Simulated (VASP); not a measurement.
Here is a VASP 6.6.1 calculation.

Contents of INCAR:

```
  PREC = Accurate
  ENCUT = 520
  EDIFF = 1E-6
  ISMEAR = -1
  SIGMA = 0.0857
  LREAL = False
  LASPH = True
  NELM = 100
  ALGO = Fast
  ISIF = 2
  LWAVE = False
  LCHARG = False
  GGA = PS
  NBANDS = 44
```

The input KPOINTS:

```
Automatic mesh
0
Gamma
  4 4 5
  0.5 0.5 0
```

File POSCAR:

```
SrHg5
1.0
    6.3840069600     -0.0040706200      0.0000457100
   -3.1955285700      5.5290382800     -0.0010829200
    0.0000355600     -0.0009437500      4.9224615400
Hg Sr
5 1
Direct
    0.3081220000      0.6807540000      0.0374810000
    0.6646780000      0.3100560000      0.9936530000
    0.5231600000      0.0174950000      0.5019750000
    0.5211750000      0.5104610000      0.5199220000
    0.9908250000      0.4962320000      0.4619360000
    0.9950830000      0.9527230000      0.0115630000
```

Potentials or basis: VASP PAW PBE potentials, release 64 (Hg, Sr_sv).

Command:

```console
$ cat potpaw_PBE.64/Hg/POTCAR potpaw_PBE.64/Sr_sv/POTCAR > POTCAR
$ mpirun -np 1 vasp_std > vasp.out
```

Q: Predict the pressure.

A: -1.5 GPa.

Q: Predict the band gap on the k mesh.

A: None (metal or under the smearing width).

Q: Predict the largest force.

A: 1.210 eV/Å.

Forces in eV/Å, atoms in the order of the input:
```
Hg   0.748 -0.050 -0.950
Hg  -0.263  0.083 -0.149
Hg   0.066 -0.431  0.217
Hg  -0.332  0.257  0.049
Hg   0.026  0.001  0.899
Sr  -0.245  0.140 -0.066
```

Caveat: the PAW data sets were made with another functional, which shifts forces and pressure a little. Spin-orbit coupling is left out, which matters for the levels of Hg.
